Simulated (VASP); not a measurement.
Write the native input for VASP 6.6.1 that does the following.

```yaml
Task: single point
Functional: PBE
Potentials_or_basis: VASP PAW PBE potentials, release 64 (Pb_d, Br, Y_sv, Cs_sv)
Cutoff: 520 eV
k_mesh: 3 × 3 × 3
Occupations: tetrahedron
Spin: no spin polarisation
Dipole_correction: no
Further_INCAR_settings: ALGO = Normal; EDIFF = 1e-06; NBANDS = 54
```

The structure of Cs2YPbBr6 lies in POSCAR:

```
Cs2YPbBr6
1.0
    0.0000000000      5.7075430000      5.7075430000
    5.7075430000      0.0000000000      5.7075430000
    5.7075430000      5.7075430000      0.0000000000
Pb Br Y Cs
1 6 1 2
Direct
    0.5000000000      0.5000000000      0.5000000000
    0.7554000000      0.2446000000      0.2446000000
    0.2446000000      0.7554000000      0.2446000000
    0.2446000000      0.7554000000      0.7554000000
    0.7554000000      0.2446000000      0.7554000000
    0.2446000000      0.2446000000      0.7554000000
    0.7554000000      0.7554000000      0.2446000000
    0.0000000000      0.0000000000      0.0000000000
    0.2500000000      0.2500000000      0.2500000000
    0.7500000000      0.7500000000      0.7500000000
```

The cell was built by a generator and needn't be a form met in nature.

One way to write it, as run:

INCAR

```
ALGO = Normal
EDIFF = 1E-6
ENCUT = 520
GGA = PE
ISIF = 2
ISMEAR = -5
LASPH = True
LCHARG = True
LELF = True
LREAL = False
LVHAR = True
LWAVE = False
NBANDS = 54
NELM = 60
PREC = Accurate
SIGMA = 0.1
```

KPOINTS

```
k-points
0
Gamma
  3 3 3
```

Potentials or basis: VASP PAW PBE potentials, release 64 (Pb_d, Br, Y_sv, Cs_sv).

Launch:

```bash
$ cat potpaw_PBE.64/Pb_d/POTCAR potpaw_PBE.64/Br/POTCAR potpaw_PBE.64/Y_sv/POTCAR potpaw_PBE.64/Cs_sv/POTCAR > POTCAR
$ mpirun -np 1 vasp_std > vasp.out
```

Results of the run:

* Pressure: 2.7 GPa
* Largest force: 0.458 eV/Å
* Band gap on the k mesh: none (metal or under the smearing width)

Caveat: an odd number of electrons without spin polarisation forces a metal; a magnetic or distorted state may lie lower; tetrahedron occupations give inexact forces and stress in metals.

It took 4.3 min on 1 thread of AMD EPYC 7R43 64-Core Processor (Zen 3), on a shared host, peak memory 0.51 GiB.
